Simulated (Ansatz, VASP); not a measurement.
## CdPb (CdPb in the L11 ordering) in two plane-wave programs

Wanted: the spread between two codes on one cell, functional and k mesh. The cell is generated by rule, not measured, and may not be a known phase. The cell is taken from a series of runs on this material, whose earlier steps may have relaxed, scaled, displaced or heated it; both programs get it as it stands.

Program: Ansatz 0.2.0. Level of theory: plane waves, with VASP 6.6.1 beside it; relaxation of cell and atoms at PBE. Results are calculated unless marked as measured.

### 1. The starting structure

The structure is trigonal, space group R-3m (No. 166). Conventional cell: a = 3.608 Å, b = 3.608 Å, c = 15.161 Å, α = 90.00°, β = 90.00°, γ = 120.00°. Nearest to Cd lie 6 Pb at 3.27 Å and 6 Cd at 3.61 Å. Pb has 6 Cd at 3.27 Å and 6 Pb at 3.61 Å nearest. Farther neighbours are not listed.

### 2. VASP: relaxation of cell and atoms, PBE, pair 1

The relaxed volume is the usual yardstick between codes: in a stiff, nearly cubic crystal its relative difference is about their pressure difference at one cell divided by the bulk modulus.

Lines of VASP's logs that name or quote its potential files are left out, and so is its time.

INCAR

```
SYSTEM = CdPb
PREC = Accurate
ENCUT = 500
EDIFF = 1E-07
NELM = 120
ISMEAR = 1
SIGMA = 0.2
LREAL = .FALSE.
ALGO = Normal
GGA = PE
NBANDS = 19
LORBIT = 11
LWAVE = .FALSE.
LCHARG = .FALSE.
ISIF = 3
IBRION = 2
NSW = 80
EDIFFG = -0.005
LASPH = .TRUE.
GGA_COMPAT = .FALSE.
NELMIN = 4
KPAR = 2
```

POSCAR

```
CdPb
1.0
    4.6186550000      2.0672660000      2.0672660000
    2.0672660000      4.6186550000      2.0672660000
    2.0672660000      2.0672660000      4.6186550000
Cd Pb
1 1
Direct
    0.0000000000      0.0000000000      0.0000000000
    0.5000000571      0.5000000571      0.5000000571
```

KPOINTS

```
Automatic mesh
0
Gamma
9 9 9
0 0 0
```

The projector-augmented-wave data sets are Cd and Pb_d (PBE family, release 64).

Started as:

```sh
$ mpirun -np 2 vasp_std
```

Numbers of over 12 decimals in the logs are rounded to 6 here.

The log of the run:

```text
[banner, memory and clock lines left out]
running    2 mpi-ranks, on    1 nodes
 distrk:  each k-point on    1 cores,    2 groups
 distr:  one band on    1 cores,    1 groups

 POSCAR found type information on POSCAR CdPb
 POSCAR found :  2 types and       2 ions
 LDA part: xc-table for (Slater+PW92), standard interpolation
 POSCAR, INCAR and KPOINTS ok, starting setup
 FFT: planning ... GRIDC
 FFT: planning ... GRID_SOFT
 FFT: planning ... GRID
 WAVECAR not read
 entering main loop
       N       E                     dE             d eps       ncg     rms          rms(c)
DAV:   1     0.230545505272E+03    0.23055E+03   -0.13529E+04  3241   0.150E+03
DAV:   2     0.709800855841E+01   -0.22345E+03   -0.21747E+03  3251   0.387E+02
DAV:   3    -0.408465990054E+01   -0.11183E+02   -0.11075E+02  3907   0.101E+02
DAV:   4    -0.430642513364E+01   -0.22177E+00   -0.22168E+00  3641   0.144E+01
DAV:   5    -0.431465825159E+01   -0.82331E-02   -0.82329E-02  3909   0.282E+00    0.207E+00
DAV:   6    -0.420489154189E+01    0.10977E+00   -0.32375E-01  3491   0.523E+00    0.199E+00
DAV:   7    -0.419733918962E+01    0.75524E-02   -0.44532E-02  3669   0.159E+00    0.110E+00
DAV:   8    -0.419694098637E+01    0.39820E-03   -0.76691E-03  3695   0.106E+00    0.101E-01
DAV:   9    -0.419699629198E+01   -0.55306E-04   -0.13041E-03  3604   0.367E-01    0.510E-02
DAV:  10    -0.419697223154E+01    0.24060E-04   -0.31297E-04  3438   0.179E-01    0.142E-02
DAV:  11    -0.419697404664E+01   -0.18151E-05   -0.14914E-05  3830   0.268E-02    0.738E-03
DAV:  12    -0.419697481208E+01   -0.76544E-06   -0.18449E-06  3439   0.111E-02    0.144E-03
DAV:  13    -0.419697486065E+01   -0.48577E-07   -0.12125E-07  2773   0.252E-03
   1 F= -.41969749E+01 E0= -.41974076E+01  d E =-.419697E+01
 curvature:   0.00 expect dE= 0.000E+00 dE for cont linesearch  0.000E+00
 trial: gam= 0.00000 g(F)=  0.116E-41 g(S)=  0.191E-04 ort = 0.000E+00 (trialstep = 0.100E+01)
 search vector abs. value=  0.191E-04
 bond charge predicted
       N       E                     dE             d eps       ncg     rms          rms(c)
DAV:   1    -0.419742672163E+01   -0.45191E-03   -0.11381E-02  3637   0.162E+00    0.136E-01
DAV:   2    -0.419703602806E+01    0.39069E-03   -0.96734E-04  3603   0.476E-01    0.433E-02
DAV:   3    -0.419699181274E+01    0.44215E-04   -0.12089E-04  3775   0.152E-01    0.283E-02
DAV:   4    -0.419698541726E+01    0.63955E-05   -0.10541E-05  4429   0.389E-02    0.469E-03
DAV:   5    -0.419698441074E+01    0.10065E-05   -0.76404E-07  3593   0.931E-03    0.178E-03
DAV:   6    -0.419698426416E+01    0.14658E-06   -0.18014E-07  2564   0.545E-03    0.552E-04
DAV:   7    -0.419698427663E+01   -0.12475E-07   -0.18536E-08  1645   0.176E-03
   2 F= -.41969843E+01 E0= -.41974218E+01  d E =-.941598E-05
 trial-energy change:   -0.000009  1 .order   -0.000010   -0.000019   -0.000000
 step:   1.0141(harm=  1.0141)  dis= 0.00000  next Energy=    -4.196985 (dE=-0.970E-05)
 reached required accuracy - stopping structural energy minimisation
```

Parts of OUTCAR (step 2):

```text
ion  position               nearest neighbor table
   1  0.000  0.000  0.000-   2 3.27   2 3.27   2 3.27   2 3.27   2 3.27   2 3.27
   2  0.500  0.500  0.500-   1 3.27   1 3.27   1 3.27   1 3.27   1 3.27   1 3.27

  LATTYP: Found a trigonal (rhomboedric) cell.
 ALAT       =     5.4661825288
 COS(alpha) =     0.7821361881

 Subroutine GETGRP returns: Found 12 space group operations
 (whereof 12 operations were pure point group operations)

The static configuration has the point symmetry D_3d.

 Found     85 irreducible k-points:

   k-points           NKPTS =     85   k-points in BZ     NKDIM =     85   number of bands    NBANDS=     19

   dimension x,y,z NGX =    40 NGY =   40 NGZ =   40
   dimension x,y,z NGXF=    80 NGYF=   80 NGZF=   80

   ENCUT  =  500.0 eV  36.75 Ry    6.06 a.u.   9.97  9.97  9.97*2*pi/ulx,y,z

   NELECT =      26.0000    total number of electrons

 k-points in reciprocal lattice and weights: Automatic mesh
   0.00000000  0.00000000  0.00000000       0.001
   0.11111111 -0.00000000 -0.00000000       0.008
   0.22222222  0.00000000  0.00000000       0.008
   0.33333333  0.00000000 -0.00000000       0.008
   0.44444444  0.00000000  0.00000000       0.008
   0.11111111  0.11111111  0.00000000       0.008
   0.22222222  0.11111111  0.00000000       0.016
   0.33333333  0.11111111  0.00000000       0.016
   0.44444444  0.11111111  0.00000000       0.016
[...]
0.44444444  0.44444444  0.44444444       0.003
  -0.44444444  0.44444444  0.44444444       0.008

 average (electrostatic) potential at core
       1 -37.4810       2 -92.8565

 E-fermi :   4.4829

 k-point     1 :       0.0000    0.0000    0.0000
  band No.  band energies     occupation
    ...
      9      -4.1221      2.00000
     10      -3.9728      2.00000
     11      -3.9728      2.00000
     12       2.0177      2.00000
     13       2.1000      2.00000
     14      10.0820      0.00000
     15      10.0820      0.00000
     16      13.9372      0.00000
     17      14.0323      0.00000
     18      14.1681      0.00000
    ...

 k-point     2 :       0.1111   -0.0000   -0.0000
  band No.  band energies     occupation
    ...
      9      -4.0893      2.00000
     10      -4.0103      2.00000
     11      -3.9819      2.00000
     12       1.7741      2.00000
     13       2.7424      2.00000
     14       8.4261     -0.00000
     15       9.7139      0.00000
     16      12.4794      0.00000
     17      13.0342      0.00000
     18      13.4053      0.00000
    ...

 k-point     3 :       0.2222    0.0000    0.0000
  band No.  band energies     occupation
    ...
      9      -4.0163      2.00000
     10      -4.0002      2.00000
     11      -3.9936      2.00000
     12       1.8183      2.00000
     13       3.7862      2.00001
     14       5.9372     -0.00000
     15       8.9763      0.00000
     16       9.9810      0.00000
     17      11.9744      0.00000
     18      12.1727      0.00000
    ...

  Total        0.0002389      0.0002389      0.0002389     -0.0001350     -0.0001350     -0.0001350
  in kB        0.0067087      0.0067087      0.0067087     -0.0037918     -0.0037918     -0.0037918
  external PRESSURE =       0.0067087 kB  Pullay stress =       0.0000000 kB

  energy-cutoff  :      500.00
  volume of cell :       57.05
      direct lattice vectors                 reciprocal lattice vectors
     4.620535562  2.068193291  2.068193291     0.299263113 -0.092533869 -0.092533869
     2.068193291  4.620535562  2.068193291    -0.092533869  0.299263113 -0.092533869
     2.068193291  2.068193291  4.620535562    -0.092533869 -0.092533869  0.299263113

 POSITION                                       TOTAL-FORCE (eV/Angst)
 -----------------------------------------------------------------------------------
      4.62054      2.06819      2.06819        -0.000000      0.000000     -0.000000
      4.37846      4.37846      4.37846         0.000000     -0.000000      0.000000
 -----------------------------------------------------------------------------------
    total drift:                               -0.000367     -0.000367     -0.000367

  FREE ENERGIE OF THE ION-ELECTRON SYSTEM (eV)
  ---------------------------------------------------
  free  energy   TOTEN  =        -4.1969842766 eV

  energy  without entropy=       -4.1982967424  energy(sigma->0) =       -4.19742177

 reached required accuracy - stopping structural energy minimisation

 total charge
# of ion       s       p       d       tot
------------------------------------------
    1        0.556   0.203   9.502  10.261
    2        1.396   0.754   9.807  11.958
--------------------------------------------------
tot          1.952   0.957  19.310  22.219

[... 3 further parts left out ...]
```

The k-mesh is coarse for a metal. The run keeps the 12 symmetry operations of its start, so it cannot find a distortion of lower symmetry.

### 3. Ansatz: relaxation of cell and atoms, PBE, pair 1

Ansatz runs on its default PAW (the set named soft_2) files.

The same cell, functional, mesh and smearing now go to Ansatz, which takes its cutoff from its data sets.

input.yaml

```yaml
crystal:
  lattice:
    - [4.6186550726, 2.0672660772, 2.0672660772]
    - [2.0672660772, 4.6186550726, 2.0672660772]
    - [2.0672660772, 2.0672660772, 4.6186550726]
  atoms:
    - { symbol: Cd, position: [0.0, 0.0, 0.0] }
    - { symbol: Pb, position: [0.5, 0.5, 0.5] }
kpoints:
  mp_grid: { grid: [9, 9, 9] }
hamiltonian:
  xc: pbe
scf:
  occupations: { method: methfessel_paxton, width: 0.2 }
output:
  forces: true
  stress: true
  eigenvalues: true
relax:
  adjacent_minimum: "off"
  f_tol: 0.001
  max_steps: 60
  cell: { stress_tol: 0.01 }
```

Started as:

```sh
$ ansatz run input.yaml --threads 4 --pin off --max-ram 8192MiB --backend cpu --events-out ev --progress --plain --runs-dir out
```

The log of the run:

```text
basis.fft_grid_basis auto: the FFT boxes are laid along the combinations [[1, 0, -1], [0, 1, -1], [0, 0, 1]] of the cell's own vectors, 3.608, 3.608 and 5.466 Å long. The dense box has 25×25×40 points. Along the cell's own vectors, as sized, it would have 40×40×40, 2.56 times as many. Of the 12 symmetry operations that the crystal satisfies within crystal.symmetry.tolerance (time reversal apart; of a slab, those that [...]
Engine: ansatz 0.2.0, aarch64-unknown-linux-gnu
Pseudopotentials: kind: paw
Pseudopotential: Cd, paw, valence charge 20, recommended cutoff 420 eV (normal), Cd.paw.azcp
Pseudopotential: Pb, paw, valence charge 14, recommended cutoff 420 eV (normal), Pb.paw.azcp
Functional definition: PBE
  parameter kappa = 0.804
  parameter beta = 0.066725
  exchange = pbe_x(kappa = kappa, mu = beta*pi^2/3)
  correlation = pbe_c(beta = beta)
Crystal: 2 atoms, lattice volume = 56.980 Å³
Basis set: ecut = 420 eV, 1085 PW (Γ), FFT grids on a1−a3, a2−a3, a3, exchange–correlation on 50×50×80 points (8 copies of the dense FFT grid, shifted against one another)
Bands: 21, of which v1, the nominal top of the filled ones, is band 17 counted from 1 (16 counted from 0)
Symmetry: 12 space group operations
Space group: R-3m (ITA 166), of the structure as read, at distance tolerance 3.8e-5 Å
k-points: 85 of 729
Non-local potential: Cd, projectors of the file, l = 0: 3, l = 1: 2, l = 2: 2, l = 3: 1
Non-local potential: Pb, projectors of the file, l = 0: 2, l = 1: 2, l = 2: 2, l = 3: 2
PAW form: soft (Blöchl's): semilocal exchange-correlation on the pseudo side does not see the compensation charge
PAW one-centre angular grid: Cd, 590 points (default); XC on 64 Gauss nodes
PAW one-centre angular grid: Pb, 590 points (default); XC on 64 Gauss nodes
Initial density: superposition of atomic densities (neutral atoms: chi_scale 0, normalization atom), corrected by the library's trained network
Initial wavefunctions: pseudopotential atomic-orbital guess
Functional: x = pbe(κ = 0.804, μ = 0.219515), c = pbe(β = 0.066725)
SCF iter   1: F=—  HF=-20160.751038 eV  |F-HF|=—  |Δ(HF+E_count)|=         —  Δρ=1.39e-3  dr2=1.54e-3  ethr=1.77e-3  ⟨swp⟩=5.0  Hψ=7186  notcnv=0
preconditioner: auto → Kerker (q_TF=auto, 2.503 Å⁻¹)  [metal: Δε(μ)=0.019 eV  Ē_g=14.608 eV  σ=0.200 eV  W_gap=0.08  n_scr=16 (ndim 8)  ℏωp=25.1 eV  f_vac=0.000  D(μ)=0.74/eV (n_scr^D=2)]
SCF iter   2: F=—  HF=-20160.751614 eV  |F-HF|=—  |Δ(HF+E_count)|=   5.77e-4  S|Δr|=    0.00e0  Δρ=9.51e-4  dr2=7.35e-4  ethr=4.53e-6  ⟨swp⟩=2.3  Hψ=3366  notcnv=0
SCF iter   3: F=—  HF=-20160.751502 eV  |F-HF|=—  |Δ(HF+E_count)|=   1.12e-4  S|Δr|=    0.00e0  Δρ=1.66e-4  dr2=2.51e-5  ethr=2.16e-6  ⟨swp⟩=2.2  Hψ=2243  notcnv=0
SCF iter   4: F=—  HF=-20160.751499 eV  |F-HF|=—  |Δ(HF+E_count)|=   2.75e-6  S|Δr|=    0.00e0  Δρ=7.76e-5  dr2=5.28e-6  ethr=7.39e-8  ⟨swp⟩=2.3  Hψ=2878  notcnv=0
SCF iter   5: F=—  HF=-20160.751499 eV  |F-HF|=—  |Δ(HF+E_count)|=   1.21e-7  S|Δr|=    0.00e0  Δρ=2.67e-5  dr2=7.03e-7  ethr=1.55e-8  ⟨swp⟩=2.1  Hψ=2500  notcnv=0
SCF iter   6: F=—  HF=-20160.751499 eV  |F-HF|=—  |Δ(HF+E_count)|=   8.52e-8  S|Δr|=    0.00e0  Δρ=8.90e-6  dr2=1.07e-7  ethr=2.07e-9  ⟨swp⟩=2.6  Hψ=3063  notcnv=0
SCF iter   7: F=-20160.751499 eV  HF=-20160.751499 eV  |F-HF|=1.70e-9  |Δ(HF+E_count)|=   1.53e-8  S|Δr|=    0.00e0  Δρ=2.09e-6  dr2=4.88e-9  ethr=2.94e-10  ⟨swp⟩=5.9  Hψ=6506  notcnv=0
SCF 1 converged in 7 iterations: F = -20160.751499 eV  dr2 = 4.88e-9
  greatest PAW one-centre occupation: 1.000 electrons in one spin orbital (limit 2), on the Cd atom at site 0 (counted from 0), in its partial waves of l = 0
relax step   1: F+E_penalty+E_count = -20160.75149933 eV  Δ(F+E_penalty+E_count) = +0.000e0 eV  max|allowed force component| = 3.366e-29 eV/Å  Δτ_max = 0.0000 Å  P = -0.001 GPa  Ω = 56.980 Å³  (7 SCF iters, dr2 threshold 1.00e-7 eV, accepted)
[...]
relax step   2: F+E_penalty+E_count = -20160.75150533 eV  Δ(F+E_penalty+E_count) = -6.003e-6 eV  max|allowed force component| = 3.534e-28 eV/Å  Δτ_max = 0.0000 Å  P = +0.002 GPa  Ω = 56.978 Å³  energy of the carried Pulay correction = +2.507e-7 eV  (3 SCF iters, dr2 threshold 2.80e-9 eV, accepted)
[...]
relax step   3: F+E_penalty+E_count = -20160.75150509 eV  Δ(F+E_penalty+E_count) = +2.440e-7 eV  max|allowed force component| = 3.366e-29 eV/Å  Δτ_max = 0.0000 Å  P = -0.006 GPa  Ω = 56.996 Å³  energy of the carried Pulay correction = -4.248e-6 eV  (5 SCF iters, dr2 threshold 9.16e-10 eV, accepted)
[...]
relax step   4: F+E_penalty+E_count = -20160.75150696 eV  Δ(F+E_penalty+E_count) = -1.865e-6 eV  max|allowed force component| = 7.573e-29 eV/Å  Δτ_max = 0.0000 Å  P = -0.006 GPa  Ω = 56.996 Å³  stress off target by 6.40e-3 GPa  SCF on the basis re-selected at this cell (its energy is not comparable with the rows above)  (5 SCF iters)
basis re-selected at this cell: Δ(F+E_penalty+E_count) = -1.865e-6 eV, ΔP = -0.000 GPa vs the last step (what re-selecting the basis moved, of the pressure what is left beyond the Pulay correction that the steps carried, after the strain that the cell walked since its last selection, with what the two solves' SCF thresholds leave and, on support functions, any second-order correction that the steps lacked; it is no m [...]
SCF converged after 5 iterations
Stability not checked: this state was not tested for a lower state beside it, because cold or Methfessel-Paxton smearing, or corrected tetrahedra, fill the levels in a way that the test cannot read (fill_not_monotonic; see scf.lower_state_search)
Free energy (F): -20160.751507 eV
Harris-Foulkes:  -20160.751507 eV  (|F-HF|=3.64e-12)
Internal energy: -20160.752718 eV  (E = F + TS)
E sigma→0 (E₀):  -20160.751810 eV
Entropy (-TS):   0.001211 eV (0.606 meV/atom)
Fermi energy:    10.892722 eV
Step filling:    the computed levels leave a gap of 0.0240 eV = 0.1 smearing widths at the electron count; against every level under it full and every level over it empty, smearing changes F+E_penalty+E_count by -0.650 meV and its σ→0 estimate by -0.953 meV
--- Per-component energies (eV) ---
  E_band       = -496.521544
  E_kinetic    = 793.356198
  E_local      = -4490.422851  (includes V_loc(G=0)·N_el)
  E_nonlocal   = 381.820951
  E_hartree    = 2023.389059
  E_xc         = -397.196407
  E_vxc        = -353.676796  (∫ρ·V_xc dr)
  E_paw        = -14488.318945  (= ΣΔE_a)
  E_vpaw       = -874.377243  (= ΣTr[D̂ρ^β])
  E_aug_tail   = 0.000066  (compensation charges beyond the density's cutoff)
  E_ewald      = -3983.380788
  E_smearing   = 0.001211  (= −TS)
  E_closure    = -0.000000  (closes the sum)
  Σ components = -20160.751507   (vs F -20160.751507, Δ=0.00e0)
--- Forces (eV/Å), atoms counted from 1 ---
  atom   1  Cd     0.00000000     0.00000000     0.00000000
  atom   2  Pb    -0.00000000    -0.00000000     0.00000000
  max |Σ_I F_I| component: 1.18e-28 eV/Å
--- Stress (GPa, compression-positive) ---
       -0.006343      -0.000029      -0.000029
       -0.000029      -0.006343      -0.000029
       -0.000029      -0.000029      -0.006343
  P = ⅓ Tr σ = -0.0063 GPa (-0.063 kbar)
--- Band table (eV; the first three rows and the last of 85) ---
  k-point 0: bands = [... 13 lower, 2.4402, 2.4402, 8.4531, 8.5151, 16.4602, 16.4602, 20.2848, 20.4355]
  k-point 1: bands = [... 13 lower, 2.4027, 2.4311, 8.1994, 9.1665, 14.8177, 16.0984, 18.8609, 19.4072]
  k-point 2: bands = [... 13 lower, 2.4133, 2.4200, 8.2402, 10.2085, 12.3414, 15.3710, 16.3810, 18.3565]
  k-point 84: bands = [... 13 lower, 2.4192, 2.4595, 4.9248, 14.5213, 16.1123, 16.3469, 16.9735, 18.5193]
--- Relaxed structure (3 steps of the walk, 3 accepted, 1 SCFs on fresh bases) ---
  F+E_penalty+E_count = -20160.75150696 eV   max|allowed force component| = 7.573e-29 eV/Å   (the final SCF, on the basis selected at the relaxed cell)
  cell:  # Å, volume = 56.9960 Å³
    - [4.616569, 2.063375, 2.063375]
    - [2.063375, 4.616569, 2.063375]
    - [2.063375, 2.063375, 4.616569]
  atoms:
    - { symbol: Cd, position: [0, 0, 0] }
    - { symbol: Pb, position: [0.5, 0.5, 0.500000] }
```

### 4. Comparison

Known differences besides the potentials themselves: the data sets hold 34 valence electrons in Ansatz (on its default PAW (the set named soft_2) files) and 26 in VASP; the cutoff is 420 eV in Ansatz and 500 eV in VASP; Ansatz adds a Pulay correction to the stress that steers its cell, VASP none. Total energies have different zeros and are not compared.

The two programs side by side:

| quantity | Ansatz | VASP | difference |
| --- | --- | --- | --- |
| volume (Å³) | 57.00 | 57.05 | -0.09 % |
| edge a after relaxation, in the typed setting (Å) | 5.462 | 5.468 | -0.13 % |

(Part 1 of 2 ends here.)

[Lines on the potential files, build, host, timing and source positions are cut from VASP's logs without a mark.]

[Logs are printed without paths, hosts, clocks, repeated set-up lines and the standing remarks that a program may print on its own settings, such as how far it seeks lower states.]

[Hosts, paths, dates, database ids (printed as entryN), source tags and the programs' standing remarks are cut or masked in the printed files.]
